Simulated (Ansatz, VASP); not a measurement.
# ZrB2: VASP beside Ansatz

Aim: how closely do two programs agree when they are given the same cell, functional and k mesh? The cell is taken from a series of runs on this material, whose earlier steps may have relaxed, scaled, displaced or heated it; both programs get it as it stands.

Calculated with Ansatz 0.2.0; plane waves, with VASP 6.6.1 beside it; PBEsol.

## Step 1: The structure

It takes space group P6/mmm (No. 191, hexagonal). The conventional cell has a = 3.135 Å, b = 3.135 Å, c = 3.481 Å, α = 90.00°, β = 90.00°, γ = 120.00°. B has 3 B at 1.81 Å and 6 Zr at 2.51 Å nearest. Zr has 12 B at 2.51 Å nearest. Farther neighbours are not listed.

## Step 2: Ansatz: zone-centre phonons, PBEsol

Ansatz runs on its PAW soft_1 files.

Second derivatives magnify differences that forces hide, and they need a tight electronic threshold.

input.yaml

```yaml
crystal:
  lattice:
    - [3.1347517652, 0.0, 0.0]
    - [-1.5673758826, 2.7147746633, 0.0]
    - [0.0, 0.0, 3.4812593027]
  atoms:
    - { symbol: B, position: [0.3333333333, 0.6666666667, 0.5] }
    - { symbol: B, position: [0.6666666667, 0.3333333333, 0.5] }
    - { symbol: Zr, position: [0.0, 0.0, 0.0] }
kpoints:
  mp_grid: { grid: [15, 15, 12] }
hamiltonian:
  xc: pbesol
  pseudopotentials: { kind: paw, azcp: { folder: soft_1 }, xc_functional: pbe }
scf:
  occupations: { method: methfessel_paxton, width: 0.2 }
output:
  eigenvalues: true
phonons:
  method: dfpt
```

Launch:

```
ansatz run input.yaml --threads 4 --pin off --max-ram 10240MiB --backend cpu --events-out ev --progress --plain --runs-dir out
```

Numbers of over 12 decimals in the logs are rounded to 6 here.

Output:

```text
zone centre: on kpoints.mp_grid the ground state, and the responses unless they are solved on pairs of k-points, stand on 448 of the mesh's 2700 k-points, reduced under 4 symmetry operations, with k and −k counted as one. Each operation leaves every solved displacement unchanged or reverses it
Engine: ansatz 0.2.0, x86_64-unknown-linux-gnu
Pseudopotentials: kind: paw
Pseudopotential: B, paw, valence charge 3, recommended cutoff 420 eV (normal), soft_1/B.paw.azcp
Pseudopotential: Zr, paw, valence charge 12, recommended cutoff 420 eV (normal), soft_1/Zr.paw.azcp
Functional definition: PBEsol
  exchange = pbesol_x
  correlation = pbesol_c
Crystal: 3 atoms, lattice volume = 29.626 Å³
Basis set: ecut = 420 eV, 563 PW (Γ), exchange–correlation on 48×48×48 points (8 copies of the dense FFT grid, shifted against one another)
Bands: 13, of which v1, the nominal top of the filled ones, is band 9 counted from 1 (8 counted from 0)
Symmetry: 24 space group operations
k-points: 448 of 2700 (irreducible under 4 space group operations, time reversal used)
Non-local potential: B, projectors of the file, l = 0: 2, l = 1: 2, l = 2: 1
Non-local potential: Zr, projectors of the file, l = 0: 3, l = 1: 2, l = 2: 2, l = 3: 1
PAW form: soft (Blöchl's): semilocal exchange-correlation on the pseudo side does not see the compensation charge
PAW frozen core: B, regenerated for the run's functional, and the local potential with it (the file was generated under x = pbe(κ = 0.804, μ = 0.219515), c = pbe(β = 0.066725))
PAW frozen core: Zr, regenerated for the run's functional, and the local potential with it (the file was generated under x = pbe(κ = 0.804, μ = 0.219515), c = pbe(β = 0.066725))
PAW one-centre angular grid: B, 110 points (default); XC on 64 Gauss nodes
PAW one-centre angular grid: Zr, 590 points (default); XC on 64 Gauss nodes
Initial density: superposition of atomic densities (chi_scale 0.1, normalization cell, long waves kept (reshape's long-wave potential 0.00 eV rms))
Initial wavefunctions: pseudopotential atomic-orbital guess
Functional: x = pbesol(κ = 0.804, μ = 0.123457), c = pbesol(β = 0.046)
SCF iter   1: F=—  HF=-4437.751017 eV  |F-HF|=—  |Δ(HF+E_count)|=         —  Δρ=5.68e-2  dr2=1.74e0  ethr=3.10e-3  ⟨swp⟩=4.9  Hψ=28119  notcnv=0
preconditioner: auto → none  [metal: Δε(μ)=0.052 eV  Ē_g=17.161 eV  σ=0.200 eV  W_gap=0.21  n_scr=8 (ndim 8)  ℏωp=27.3 eV  f_vac=0.000  D(μ)=0.24/eV (n_scr^D=0)  sad-step TF]
SCF iter   2: F=—  HF=-4437.349597 eV  |F-HF|=—  |Δ(HF+E_count)|=   4.01e-1  S|Δr|=    0.00e0  Δρ=2.86e-2  dr2=4.00e-1  ethr=3.10e-3  ⟨swp⟩=2.1  Hψ=11466  notcnv=0
SCF iter   3: F=—  HF=-4437.232566 eV  |F-HF|=—  |Δ(HF+E_count)|=   1.17e-1  S|Δr|=    0.00e0  Δρ=2.20e-3  dr2=8.88e-4  ethr=2.22e-3  ⟨swp⟩=2.0  Hψ=9816  notcnv=0
SCF iter   4: F=—  HF=-4437.233045 eV  |F-HF|=—  |Δ(HF+E_count)|=   4.79e-4  S|Δr|=    0.00e0  Δρ=4.03e-4  dr2=3.82e-5  ethr=4.94e-6  ⟨swp⟩=2.4  Hψ=13218  notcnv=0
SCF iter   5: F=—  HF=-4437.233053 eV  |F-HF|=—  |Δ(HF+E_count)|=   8.24e-6  S|Δr|=    0.00e0  Δρ=4.31e-5  dr2=6.87e-7  ethr=2.12e-7  ⟨swp⟩=2.1  Hψ=9310  notcnv=0
SCF iter   6: F=—  HF=-4437.233053 eV  |F-HF|=—  |Δ(HF+E_count)|=   3.73e-8  S|Δr|=    0.00e0  Δρ=5.91e-6  dr2=7.92e-9  ethr=3.82e-9  ⟨swp⟩=2.0  Hψ=9397  notcnv=0
SCF iter   7: F=—  HF=-4437.233053 eV  |F-HF|=—  |Δ(HF+E_count)|=   2.09e-9  S|Δr|=    0.00e0  Δρ=1.54e-6  dr2=4.24e-10  ethr=4.40e-11  ⟨swp⟩=2.0  Hψ=9830  notcnv=0
SCF iter   8: F=-4437.233053 eV  HF=-4437.233053 eV  |F-HF|=9.09e-13  |Δ(HF+E_count)|=  5.18e-11  S|Δr|=    0.00e0  Δρ=2.06e-7  dr2=5.51e-12  ethr=1.00e-12  ⟨swp⟩=4.0  Hψ=27672  notcnv=0
SCF 1 converged in 8 iterations: F = -4437.233053 eV  dr2 = 5.51e-12
  greatest PAW one-centre occupation: 0.996 electrons in one spin orbital (limit 2), on the Zr atom at site 2 (counted from 0), in its partial waves of l = 0
DFPT response loops at Γ: preconditioner auto → Kerker (q_TF=auto, 2.511 Å⁻¹) (partly filled bands, converged f_vac=0.000); β = 1.00, the filter's whole step (`scf.mixing.beta` (0.50) is not read by the response loops under this deck's `scf.mixing.preconditioner`; to damp them name `kerker` or `kerker_dos`, under which they read `scf.mixing.beta`, and type it under 1.00, their step now; both keys bind the ground state too); Broyden in place of MSR1
SCF converged after 8 iterations
Stability not checked: this state was not tested for a lower state beside it, because cold or Methfessel-Paxton smearing, or corrected tetrahedra, fill the levels in a way that the test cannot read (fill_not_monotonic; see scf.lower_state_search)
Free energy (F): -4437.233053 eV
Harris-Foulkes:  -4437.233053 eV  (|F-HF|=9.09e-13)
Internal energy: -4437.233565 eV  (E = F + TS)
E sigma→0 (E₀):  -4437.233181 eV
Entropy (-TS):   0.000511 eV (0.170 meV/atom)
Fermi energy:    16.253910 eV
--- Per-component energies (eV) ---
  E_band       = -15.599160
  E_kinetic    = 421.367057
  E_local      = -510.481477  (includes V_loc(G=0)·N_el)
  E_nonlocal   = 91.250484
  E_hartree    = 173.793267
  E_xc         = -222.648697
  E_vxc        = -264.404608  (∫ρ·V_xc dr)
  E_paw        = -3060.130639  (= ΣΔE_a)
  E_vpaw       = -100.917125  (= ΣTr[D̂ρ^β])
  E_aug_tail   = -0.000009  (compensation charges beyond the density's cutoff)
  E_ewald      = -1330.578693
  E_core_change = 0.195143  (= ΣΔE_core)
  E_smearing   = 0.000511  (= −TS)
  E_closure    = 0.000000  (closes the sum)
  Σ components = -4437.233053   (vs F -4437.233053, Δ=0.00e0)
--- Band table (eV; the first three rows and the last of 448) ---
  k-point 0: bands = [... 5 lower, 13.5484, 13.5484, 13.5764, 14.0031, 19.8312, 19.8312, 20.6827, 20.6827]
  k-point 1: bands = [... 5 lower, 12.8787, 13.6167, 13.6167, 14.6694, 19.2311, 19.2311, 20.4515, 20.4515]
  k-point 2: bands = [... 5 lower, 11.9700, 13.8191, 13.8191, 15.5091, 18.3421, 18.3421, 19.8427, 19.8427]
  k-point 447: bands = [... 5 lower, 9.2289, 11.5937, 12.6587, 13.6486, 19.9042, 21.2123, 21.4386, 22.5643]
--- Phonons (Γ-DFPT): 4 representative perturbations + reference, on 448 of 2700 k-points (Σ response iterations 12) ---
  k mesh reduced under 4 symmetry operations, with k and −k counted as one. Each operation leaves every solved displacement unchanged or reverses it
  ASR residual: 2.060e-4 → 0.000e0 eV/Å²; symmetrization residual: 2.598e-7 eV/Å²
  ASR residual per site (eV/Å²): 1.65e-5 1.65e-5 2.06e-4
  Γ frequencies (cm⁻¹): 0.00 0.00 0.00 474.59 474.59 498.84 584.35 810.23 810.23
  non-analytic LO–TO correction: not included (Born effective charges unavailable; polar crystals: no LO–TO splitting at Γ)
```

Reading the cycles: dr2 is the Hartree energy of the density residual (eV), the measure of convergence; HF is the Harris–Foulkes estimate of the energy, which meets the free energy F at convergence.

[end of part 1 of 2]

[Lines on the potential files, build, host, timing and source positions are cut from VASP's logs without a mark.]

[Logs are printed without paths, hosts, clocks, repeated set-up lines and the standing remarks that a program may print on its own settings, such as how far it seeks lower states.]

[Hosts, paths, dates, database ids (printed as entryN), source tags and the programs' standing remarks are cut or masked in the printed files.]
